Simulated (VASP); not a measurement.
Calculation: PBE GGA, VASP's PBE PAW potentials (set 64) (plane waves; VASP).

A VASP calculation is set up with these files.

File POSCAR:
```
SrVO3
1.0
  3.8637527914   0.0000000000   0.0000000000
  0.0000000000   3.8637527914   0.0000000000
  0.0000000000   0.0000000000   3.8637527914
Sr V O
1 1 3
Cartesian
  0.0000000000   0.0000000000   0.0000000000
  1.9318763957   1.9318763957   1.9318763957
  1.9318763957   0.0000000000   1.9318763957
  0.0000000000   1.9318763957   1.9318763957
  1.9318763957   1.9318763957   0.0000000000
```

**KPOINTS**
```
Regular mesh
0
Gamma
  8 8 8
```

### INCAR
```
# general
SYSTEM  = SrVO3
PREC    = Accurate
ENCUT   = 620
LREAL   = F
LASPH   = T

# electronic loop
EDIFF   = 1E-6
NELM    = 100   # most electronic steps
ALGO    = Normal   # blocked Davidson
LMAXMIX = 4

# smearing
ISMEAR  = 1   # Methfessel-Paxton
SIGMA   = 0.1   # width (eV)

# functional
GGA     = PE   # PBE

# ions
IBRION  = 2   # conjugate gradients
NSW     = 40   # most ionic steps
ISIF    = 3
EDIFFG  = -0.02

# output
LWAVE   = F
LCHARG  = F
```

POTCAR, in this order: Sr_sv V_sv O (PBE.64 set). Program: vasp_std.

Problem. What does the run give for the energy per atom (σ→0), band gap (on the k-mesh)?

Solution. 
* **energy per atom (σ→0)**: -7.857 eV/atom
* **band gap (on the k-mesh)**: none (metal, semimetal or under 0.01 eV)

**OSZICAR**
```
...
DAV:  10    -0.392915040226E+02    0.21839E-01   -0.35069E-01  1856   0.548E+00    0.873E-01
DAV:  11    -0.392857013327E+02    0.58027E-02   -0.65002E-02  1800   0.219E+00    0.381E-01
DAV:  12    -0.392847922089E+02    0.90912E-03   -0.56323E-03  2048   0.710E-01    0.767E-02
DAV:  13    -0.392847917696E+02    0.43930E-06   -0.29473E-04  2008   0.127E-01    0.229E-02
DAV:  14    -0.392847901362E+02    0.16335E-05   -0.87525E-05  1976   0.588E-02    0.194E-02
DAV:  15    -0.392847892333E+02    0.90287E-06   -0.27501E-05  1912   0.482E-02    0.106E-02
DAV:  16    -0.392847888295E+02    0.40385E-06   -0.25870E-06  1408   0.158E-02
   1 F= -.39284789E+02 E0= -.39284009E+02  d E =-.392848E+02
```

The compound is SrVO3 in the cubic perovskite structure. It was relaxed first. The run is not spin-polarised, so no magnetic state was tried. The electron count is odd and the run is not spin-polarised, which forces a metal.
